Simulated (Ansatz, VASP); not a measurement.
## Cross-check of WC (Qusongite) between VASP and Ansatz

Wanted: the spread between two codes on one cell, functional and k mesh. The cell is taken from a series of runs on this material, whose earlier steps may have relaxed, scaled, displaced or heated it; both programs get it as it stands.

Calculated with Ansatz 0.2.0; plane waves, with VASP 6.6.1 beside it; relaxation of cell and atoms at PBE with D3(BJ).

**1. The starting structure**

It takes space group P-6m2 (No. 187, hexagonal). Conventional cell: a = 2.899 Å, b = 2.899 Å, c = 2.828 Å, α = 90.00°, β = 90.00°, γ = 120.00°. Nearest to W lie 6 C at 2.19 Å. C has 6 W at 2.19 Å nearest. Farther neighbours are not listed.

**2. Ansatz: relaxation of cell and atoms, PBE with D3(BJ)**

Ansatz runs on its PAW soft_1 files.

The relaxed volume is the usual yardstick between codes: in a stiff, nearly cubic crystal its relative difference is about their pressure difference at one cell divided by the bulk modulus.

The input, input.yaml:

```yaml
crystal:
  lattice:
    - [2.8985956679, 0.0, 0.0]
    - [-1.4492978339, 2.5102574837, 0.0]
    - [0.0, 0.0, 2.8280965508]
  atoms:
    - { symbol: W, position: [0.0, 0.0, 0.0] }
    - { symbol: C, position: [0.6666666667, 0.3333333333, 0.5] }
kpoints:
  mp_grid: { grid: [18, 18, 16] }
hamiltonian:
  xc: pbe
  dispersion: d3bj
  pseudopotentials: { kind: paw, azcp: { folder: soft_1 } }
scf:
  occupations: { method: methfessel_paxton, width: 0.2 }
output:
  forces: true
  stress: true
  eigenvalues: true
relax:
  adjacent_minimum: "off"
  f_tol: 0.001
  max_steps: 60
  cell: { stress_tol: 0.01 }
```

Launch:

```
ansatz run input.yaml --threads 4 --pin off --max-ram 16384MiB --backend cpu --events-out ev --progress --plain --runs-dir out
```

Numbers of over 12 decimals in the logs are rounded to 6 here.

Log:

```text
Engine: ansatz 0.2.0, aarch64-unknown-linux-gnu
Pseudopotentials: kind: paw
Pseudopotential: W, paw, valence charge 14, recommended cutoff 420 eV (normal), soft_1/W.paw.azcp
Pseudopotential: C, paw, valence charge 4, recommended cutoff 420 eV (normal), soft_1/C.paw.azcp
Functional definition: PBE
  parameter kappa = 0.804
  parameter beta = 0.066725
  exchange = pbe_x(kappa = kappa, mu = beta*pi^2/3)
  correlation = pbe_c(beta = beta)
Crystal: 2 atoms, lattice volume = 20.578 Å³
Basis set: ecut = 420 eV, 405 PW (Γ), exchange–correlation on 40×40×40 points (8 copies of the dense FFT grid, shifted against one another)
Bands: 13, of which v1, the nominal top of the filled ones, is band 9 counted from 1 (8 counted from 0)
Symmetry: 12 space group operations
Space group: P-6m2 (ITA 187), of the structure as read, at distance tolerance 2.7e-5 Å
k-points: 333 of 5184 (time reversal used)
Non-local potential: W, projectors of the file, l = 0: 3, l = 1: 2, l = 2: 2, l = 3: 1
Non-local potential: C, projectors of the file, l = 0: 2, l = 1: 2, l = 2: 1
PAW form: soft (Blöchl's): semilocal exchange-correlation on the pseudo side does not see the compensation charge
PAW one-centre angular grid: W, 590 points (default); XC on 64 Gauss nodes
PAW one-centre angular grid: C, 110 points (default); XC on 64 Gauss nodes
Initial density: superposition of atomic densities (chi_scale 0.1, normalization cell, long waves kept (reshape's long-wave potential 0.00 eV rms))
Initial wavefunctions: pseudopotential atomic-orbital guess
Functional: x = pbe(κ = 0.804, μ = 0.219515), c = pbe(β = 0.066725)
SCF iter   1: F=—  HF=-10639.397969 eV  |F-HF|=—  |Δ(HF+E_count)|=         —  Δρ=1.38e-1  dr2=5.27e0  ethr=3.10e-3  ⟨swp⟩=5.0  Hψ=21688  notcnv=0
preconditioner: auto → none  [metal: Δε(μ)=0.055 eV  Ē_g=10.895 eV  σ=0.200 eV  W_gap=0.23  n_scr=8 (ndim 8)  ℏωp=25.9 eV  f_vac=0.000  D(μ)=0.16/eV (n_scr^D=0)  sad-step TF]
SCF iter   2: F=—  HF=-10638.751698 eV  |F-HF|=—  |Δ(HF+E_count)|=   6.46e-1  S|Δr|=    0.00e0  Δρ=9.74e-2  dr2=2.70e0  ethr=3.10e-3  ⟨swp⟩=2.0  Hψ=8296  notcnv=0
SCF iter   3: F=—  HF=-10638.078328 eV  |F-HF|=—  |Δ(HF+E_count)|=   6.73e-1  S|Δr|=    0.00e0  Δρ=1.01e-2  dr2=2.39e-2  ethr=3.10e-3  ⟨swp⟩=2.2  Hψ=7427  notcnv=0
SCF iter   4: F=—  HF=-10638.075631 eV  |F-HF|=—  |Δ(HF+E_count)|=   2.70e-3  S|Δr|=    0.00e0  Δρ=1.18e-3  dr2=9.52e-5  ethr=1.33e-4  ⟨swp⟩=1.1  Hψ=6943  notcnv=0
SCF iter   5: F=—  HF=-10638.075796 eV  |F-HF|=—  |Δ(HF+E_count)|=   1.65e-4  S|Δr|=    0.00e0  Δρ=1.92e-4  dr2=2.69e-6  ethr=5.29e-7  ⟨swp⟩=2.1  Hψ=6784  notcnv=0
SCF iter   6: F=—  HF=-10638.075797 eV  |F-HF|=—  |Δ(HF+E_count)|=   1.56e-6  S|Δr|=    0.00e0  Δρ=3.15e-5  dr2=1.46e-7  ethr=5.56e-10  ⟨swp⟩=7.0  Hψ=22444  notcnv=0
SCF iter   7: F=-10638.075797 eV  HF=-10638.075797 eV  |F-HF|=2.02e-9  |Δ(HF+E_count)|=   1.69e-8  S|Δr|=    0.00e0  Δρ=5.74e-6  dr2=5.05e-9  ethr=5.56e-10  ⟨swp⟩=4.1  Hψ=13394  notcnv=0
SCF 1 converged in 7 iterations: F = -10638.075797 eV  dr2 = 5.05e-9
  greatest PAW one-centre occupation: 0.999 electrons in one spin orbital (limit 2), on the W atom at site 0 (counted from 0), in its partial waves of l = 0
relax step   1: F+E_penalty+E_count = -10638.07579729 eV  Δ(F+E_penalty+E_count) = +0.000e0 eV  max|allowed force component| = 1.076e-16 eV/Å  Δτ_max = 0.0000 Å  P = +1.707 GPa  Ω = 20.578 Å³  (7 SCF iters, dr2 threshold 1.00e-7 eV, accepted)
[...]
relax step   2: F+E_penalty+E_count = -10638.07597467 eV  Δ(F+E_penalty+E_count) = -1.774e-4 eV  max|allowed force component| = 1.804e-16 eV/Å  Δτ_max = 0.0000 Å  P = -0.797 GPa  Ω = 20.704 Å³  energy of the carried Pulay correction = -1.883e-4 eV  (4 SCF iters, dr2 threshold 2.00e-7 eV, accepted)
[...]
relax step   3: F+E_penalty+E_count = -10638.07613643 eV  Δ(F+E_penalty+E_count) = -1.618e-4 eV  max|allowed force component| = 1.295e-16 eV/Å  Δτ_max = 0.0000 Å  P = +0.008 GPa  Ω = 20.662 Å³  energy of the carried Pulay correction = -1.264e-4 eV  (3 SCF iters, dr2 threshold 2.00e-7 eV, accepted)
[...]
relax step   4: F+E_penalty+E_count = -10638.07613258 eV  Δ(F+E_penalty+E_count) = +3.851e-6 eV  max|allowed force component| = 1.804e-16 eV/Å  Δτ_max = 0.0000 Å  P = +0.021 GPa  Ω = 20.663 Å³  energy of the carried Pulay correction = -1.268e-4 eV  (3 SCF iters, dr2 threshold 3.97e-8 eV, rejected (line search))
[...]
relax step   5: F+E_penalty+E_count = -10638.07613765 eV  Δ(F+E_penalty+E_count) = -1.217e-6 eV  max|allowed force component| = 5.551e-17 eV/Å  Δτ_max = 0.0000 Å  P = +0.000 GPa  Ω = 20.663 Å³  energy of the carried Pulay correction = -1.276e-4 eV  (5 SCF iters, accepted)
[...]
relax step   6: F+E_penalty+E_count = -10638.07626408 eV  Δ(F+E_penalty+E_count) = -1.264e-4 eV  max|allowed force component| = 3.701e-17 eV/Å  Δτ_max = 0.0000 Å  P = +0.006 GPa  Ω = 20.663 Å³  stress off target by 6.71e-3 GPa  SCF on the basis re-selected at this cell (its energy is not comparable with the rows above)  (4 SCF iters)
basis re-selected at this cell: Δ(F+E_penalty+E_count) = -1.264e-4 eV, ΔP = +0.006 GPa vs the last step (what re-selecting the basis moved, of the pressure what is left beyond the Pulay correction that the steps carried, after the strain that the cell walked since its last selection, with what the two solves' SCF thresholds leave and, on support functions, any second-order correction that the steps lacked; it is no m [...]
SCF converged after 4 iterations
Stability not checked: this state was not tested for a lower state beside it, because cold or Methfessel-Paxton smearing, or corrected tetrahedra, fill the levels in a way that the test cannot read (fill_not_monotonic; see scf.lower_state_search)
Free energy (F): -10638.076264 eV
Harris-Foulkes:  -10638.076264 eV  (|F-HF|=5.46e-12)
Internal energy: -10638.076211 eV  (E = F + TS)
E sigma→0 (E₀):  -10638.076251 eV
Entropy (-TS):   -0.000053 eV (-0.026 meV/atom)
Fermi energy:    20.546085 eV
--- Per-component energies (eV) ---
  E_band       = -59.288720
  E_kinetic    = 509.876309
  E_local      = -598.223205  (includes V_loc(G=0)·N_el)
  E_nonlocal   = -2.749900
  E_hartree    = 246.195914
  E_xc         = -315.949109
  E_vxc        = -291.029391  (∫ρ·V_xc dr)
  E_paw        = -8677.444147  (= ΣΔE_a)
  E_vpaw       = -169.554533  (= ΣTr[D̂ρ^β])
  E_aug_tail   = 0.000165  (compensation charges beyond the density's cutoff)
  E_ewald      = -1798.854215
  E_disp       = -0.928025  (pairwise vdW)
  E_smearing   = -0.000053  (= −TS)
  E_closure    = 0.000000  (closes the sum)
  Σ components = -10638.076264   (vs F -10638.076264, Δ=0.00e0)
--- Forces (eV/Å), atoms counted from 1 ---
  atom   1  W     -0.00000000     0.00000000     0.00000000
  atom   2  C     -0.00000000    -0.00000000     0.00000000
  max |Σ_I F_I| component: 7.63e-17 eV/Å
--- Stress (GPa, compression-positive) ---
        0.005641       0.000000      -0.000000
       -0.000000       0.005641      -0.000000
       -0.000000      -0.000000       0.006711
  P = ⅓ Tr σ = 0.0060 GPa (0.060 kbar)
--- Band table (eV; the first three rows and the last of 333) ---
  k-point 0: bands = [... 5 lower, 16.2086, 17.1903, 17.1903, 20.6290, 23.8039, 23.8039, 26.1836, 26.1836]
  k-point 1: bands = [... 5 lower, 16.1638, 17.2341, 17.2341, 20.6110, 23.4506, 23.4506, 26.4031, 26.4031]
  k-point 2: bands = [... 5 lower, 15.9797, 17.3622, 17.3622, 20.6472, 22.7092, 22.7092, 26.7169, 26.7169]
  k-point 332: bands = [... 5 lower, 13.2942, 15.1309, 18.9379, 19.8908, 24.9800, 26.9798, 28.1901, 29.7325]
--- Relaxed structure (5 steps of the walk, 4 accepted, 1 SCFs on fresh bases) ---
  F+E_penalty+E_count = -10638.07626408 eV   max|allowed force component| = 3.701e-17 eV/Å   (the final SCF, on the basis selected at the relaxed cell)
  cell:  # Å, volume = 20.6631 Å³
    - [2.902062, -2.890196388622377e-11, 0]
    - [-1.451031, 2.513260, 0]
    - [0, 0, 2.833024]
  atoms:
    - { symbol: W, position: [-3.7007434155248937e-17, 0, 0] }
    - { symbol: C, position: [0.666667, 0.333333, 0.5] }
```

Reading the cycles: dr2 is the Hartree energy of the density residual (eV), the measure of convergence; HF is the Harris–Foulkes estimate of the energy, which meets the free energy F at convergence.

**3. VASP: relaxation of cell and atoms, PBE with D3(BJ)**

The same cell, functional, mesh and smearing now go to VASP, with its own data sets.

Lines of VASP's logs that name or quote its potential files are left out, and so is its time.

The input, INCAR:

```
SYSTEM = WC
PREC = Accurate
ENCUT = 600
EDIFF = 1E-07
NELM = 120
ISMEAR = 1
SIGMA = 0.2
LREAL = .FALSE.
ALGO = Normal
GGA = PE
IVDW = 12
NBANDS = 11
LASPH = .TRUE.
LORBIT = 11
LWAVE = .FALSE.
LCHARG = .FALSE.
ISIF = 3
IBRION = 2
NSW = 80
EDIFFG = -0.005
GGA_COMPAT = .FALSE.
NELMIN = 4
KPAR = 2
```

The input, POSCAR:

```
WC
1.0
    2.8985960000      0.0000000000      0.0000000000
   -1.4492980000      2.5102570000      0.0000000000
    0.0000000000      0.0000000000      2.8280970000
W C
1 1
Direct
    0.0000000000      0.0000000000      0.0000000000
    0.6666666003      0.3333332005      0.4999998232
```

The input, KPOINTS:

```
Automatic mesh
0
Gamma
18 18 16
0 0 0
```

PAW data sets: W and C (PBE family, release 64).

Launch:

```
mpirun -np 2 vasp_std
```

Log:

```text
[banner, memory and clock lines left out]
running    2 mpi-ranks, on    1 nodes
 distrk:  each k-point on    1 cores,    2 groups
 distr:  one band on    1 cores,    1 groups

 POSCAR found type information on POSCAR W C
 POSCAR found :  2 types and       2 ions
 LDA part: xc-table for (Slater+PW92), standard interpolation
 POSCAR, INCAR and KPOINTS ok, starting setup
 FFT: planning ... GRIDC
 FFT: planning ... GRID_SOFT
 FFT: planning ... GRID
 WAVECAR not read
 entering main loop
       N       E                     dE             d eps       ncg     rms          rms(c)
DAV:   1     0.295010158589E+02    0.29501E+02   -0.54772E+03  7326   0.927E+02
DAV:   2    -0.234817658452E+02   -0.52983E+02   -0.50389E+02  8405   0.216E+02
DAV:   3    -0.256656500266E+02   -0.21839E+01   -0.21584E+01  9195   0.366E+01
DAV:   4    -0.256803189209E+02   -0.14669E-01   -0.14663E-01  8108   0.348E+00
DAV:   5    -0.256803806102E+02   -0.61689E-04   -0.61688E-04  8916   0.225E-01    0.344E+01
DAV:   6    -0.226217072015E+02    0.30587E+01   -0.13826E+01  8642   0.228E+01    0.112E+01
DAV:   7    -0.225558481156E+02    0.65859E-01   -0.66456E-01  7542   0.647E+00    0.827E+00
DAV:   8    -0.225180761893E+02    0.37772E-01   -0.10169E-01  8066   0.240E+00    0.220E+00
DAV:   9    -0.225119846206E+02    0.60916E-02   -0.14981E-02  7974   0.795E-01    0.102E-01
DAV:  10    -0.225119631034E+02    0.21517E-04   -0.83387E-04  8475   0.249E-01    0.185E-01
DAV:  11    -0.225119533462E+02    0.97572E-05   -0.77146E-05  8748   0.625E-02    0.662E-03
DAV:  12    -0.225119503648E+02    0.29814E-05   -0.38098E-06  8193   0.138E-02    0.120E-02
DAV:  13    -0.225119504828E+02   -0.11804E-06   -0.32985E-07  8222   0.584E-03    0.110E-03
DAV:  14    -0.225119504367E+02    0.46140E-07   -0.92060E-09  3927   0.853E-04
   1 F= -.23443661E+02 E0= -.23443596E+02  d E =-.234437E+02
[...]
2 F= -.23442961E+02 E0= -.23442940E+02  d E =0.700255E-03
[...]
3 F= -.23443767E+02 E0= -.23443714E+02  d E =-.105736E-03
[...]
4 F= -.23443767E+02 E0= -.23443714E+02  d E =-.105698E-03
[...]
5 F= -.23443768E+02 E0= -.23443726E+02  d E =-.964350E-06
 trial-energy change:   -0.000001  1 .order    0.000000   -0.000019    0.000019
 step:   0.4595(harm=  0.4266)  dis= 0.00000  next Energy=   -23.443772 (dE=-0.529E-05)
 bond charge predicted
       N       E                     dE             d eps       ncg     rms          rms(c)
DAV:   1    -0.225135279057E+02   -0.19848E-03   -0.15830E-04  7350   0.962E-02    0.138E-02
DAV:   2    -0.225135262944E+02    0.16112E-05   -0.28423E-06  8703   0.142E-02    0.897E-03
DAV:   3    -0.225135256134E+02    0.68101E-06   -0.77433E-07  8304   0.628E-03    0.644E-04
DAV:   4    -0.225135255696E+02    0.43839E-07   -0.36436E-08  3855   0.140E-03
   6 F= -.23443772E+02 E0= -.23443725E+02  d E =-.529170E-05
 curvature:  -0.22 expect dE=-0.298E-07 dE for cont linesearch -0.292E-07
 trial: gam= 0.00000 g(F)=  0.437E-42 g(S)=  0.137E-06 ort =-0.175E-05 (trialstep = 0.775E+00)
 search vector abs. value=  0.137E-06
 reached required accuracy - stopping structural energy minimisation
```

OUTCAR, selected parts (step 3):

```text
ion  position               nearest neighbor table
   1  0.000  0.000  0.000-   2 2.19   2 2.19   2 2.19   2 2.19   2 2.19   2 2.19
   2  0.667  0.333  0.500-   1 2.19   1 2.19   1 2.19   1 2.19   1 2.19   1 2.19

  LATTYP: Found a hexagonal cell.
 ALAT       =     2.8985960000
 C/A-ratio  =     0.9756782249

 Subroutine GETGRP returns: Found 12 space group operations
 (whereof 12 operations were pure point group operations)

The static configuration has the point symmetry D_3h.

 Found    333 irreducible k-points:

   k-points           NKPTS =    333   k-points in BZ     NKDIM =    333   number of bands    NBANDS=     11

   dimension x,y,z NGX =    24 NGY =   24 NGZ =   24
   dimension x,y,z NGXF=    48 NGYF=   48 NGZF=   48

   ENCUT  =  600.0 eV  44.10 Ry    6.64 a.u.   5.79  5.79  5.65*2*pi/ulx,y,z

   NELECT =      10.0000    total number of electrons

 k-points in reciprocal lattice and weights: Automatic mesh
   0.00000000  0.00000000  0.00000000       0.000
   0.05555556  0.00000000  0.00000000       0.001
   0.11111111  0.00000000  0.00000000       0.001
   0.16666667  0.00000000  0.00000000       0.001
   0.22222222 -0.00000000  0.00000000       0.001
   0.27777778  0.00000000  0.00000000       0.001
   0.33333333 -0.00000000  0.00000000       0.001
   0.38888889 -0.00000000  0.00000000       0.001
   0.44444444 -0.00000000  0.00000000       0.001
[...]
0.33333333  0.27777778  0.50000000       0.002
   0.33333333  0.33333333  0.50000000       0.000

 Edisp (eV)   -0.93044

 average (electrostatic) potential at core
       1 -37.2144       2 -46.0200

 E-fermi :   8.3845

 k-point     1 :       0.0000    0.0000    0.0000
  band No.  band energies     occupation
      1      -6.0980      2.00000
      2       4.0369      2.00000
      3       5.0369      2.00000
      4       5.0369      2.00000
      5       8.5189      0.10061
      6      11.6108     -0.00000
      7      11.6108     -0.00000
      8      14.0746      0.00000
      9      14.0746      0.00000
    ...

 k-point     2 :       0.0556    0.0000    0.0000
  band No.  band energies     occupation
      1      -6.0195      2.00000
      2       4.0682      2.00000
      3       4.9168      2.00000
      4       5.1142      2.00000
      5       8.2530      1.88820
      6      11.5810     -0.00000
      7      11.9040     -0.00000
      8      13.9017      0.00000
      9      14.0163      0.00000
     10      15.2318      0.00000
    ...

 k-point     3 :       0.1111    0.0000    0.0000
  band No.  band energies     occupation
      1      -5.7894      2.00000
      2       4.0458      2.00000
      3       4.7134      2.00000
      4       5.3402      2.00000
      5       7.6610      2.00000
      6      11.4963     -0.00000
      7      12.5678      0.00000
      8      13.4533      0.00000
      9      13.8572      0.00000
     10      15.8904      0.00000
    ...

 Edisp (eV)   -0.93025

  Total       0.00155     0.00155    -0.00094     0.00000     0.00000     0.00000
  in kB       0.12027     0.12027    -0.07340     0.00000     0.00000     0.00000
  external pressure =        0.06 kB  Pullay stress =        0.00 kB

  energy-cutoff  :      600.00
  volume of cell :       20.61
      direct lattice vectors                 reciprocal lattice vectors
     2.898949138  0.000000000  0.000000000     0.344952585  0.199158529  0.000000000
    -1.449474569  2.510562827 -0.000000000    -0.000000000  0.398317058 -0.000000000
    -0.000000000  0.000000000  2.831751756    -0.000000000  0.000000000  0.353138300

 POSITION                                       TOTAL-FORCE (eV/Angst)
 -----------------------------------------------------------------------------------
     -0.00000      0.00000      2.83175         0.000000     -0.000000      0.000000
      1.44947      0.83685      1.41588        -0.000000      0.000000      0.000000
 -----------------------------------------------------------------------------------
    total drift:                               -0.000000      0.000089      0.000132

  FREE ENERGIE OF THE ION-ELECTRON SYSTEM (eV)
  ---------------------------------------------------
  free  energy   TOTEN  =       -23.4437723015 eV

  energy  without entropy=      -23.4436308046  energy(sigma->0) =      -23.44372514

 reached required accuracy - stopping structural energy minimisation

 total charge
# of ion       s       p       d       tot
------------------------------------------
    1        0.633   0.894   4.369   5.896
    2        0.855   1.577   0.000   2.432
--------------------------------------------------
tot          1.488   2.471   4.369   8.328

[... 3 further parts left out ...]
```

CONTCAR:

```
WC
   1.00000000000000
     2.8989491383567842    0.0000000000000000    0.0000000000000000
    -1.4494745691783921    2.5105628265064444   -0.0000000000000000
    -0.0000000000000000    0.0000000000000000    2.8317517560361614
  W               C
     1     1
Direct
     0.0000000000000000    0.0000000000000000    1.0000000000000000
     0.6666666002999975    0.3333332005000003    0.4999998231999996
```

Dispersion corrections of this kind ignore metallic screening and tend to overbind metals. The run keeps the 12 symmetry operations of its start, so it cannot find a distortion of lower symmetry.

**4. Differences**

Known differences besides the potentials themselves: the data sets hold 18 valence electrons in Ansatz (on its PAW soft_1 files) and 10 in VASP; the cutoff is 420 eV in Ansatz and 600 eV in VASP; Ansatz adds a Pulay correction to the stress that steers its cell, VASP none. Total energies have different zeros and are not compared.

The two programs side by side:

| quantity | Ansatz | VASP | difference |
| --- | --- | --- | --- |
| volume (Å³) | 20.66 | 20.61 | +0.26 % |
| edge a after relaxation, in the typed setting (Å) | 2.902 | 2.899 | +0.11 % |
| edge c after relaxation, in the typed setting (Å) | 2.833 | 2.832 | +0.04 % |

**5. Summary of results**

```json
{
  "difference in volume (relaxation of cell and atoms, PBE with D3(BJ))": "0.26 %"
}
```

In words: The difference in volume is 0.26 % (relaxation of cell and atoms, PBE with D3(BJ)), within the 1.2 % picked in this series as the mark of a large difference, as far as the stopping tolerances let one tell. The data sets hold unlike numbers of valence electrons (18 in Ansatz and 10 in VASP), so part of the differences comes from the potentials. 2 further runs of this series are not shown here. Such differences can come from data sets, numerical settings and the points named under the comparisons, not from the functional's error against experiment.

[Lines on the potential files, build, host, timing and source positions are cut from VASP's logs without a mark.]

[Logs are printed without paths, hosts, clocks, repeated set-up lines and the standing remarks that a program may print on its own settings, such as how far it seeks lower states.]

[Hosts, paths, dates, database ids (printed as entryN), source tags and the programs' standing remarks are cut or masked in the printed files.]
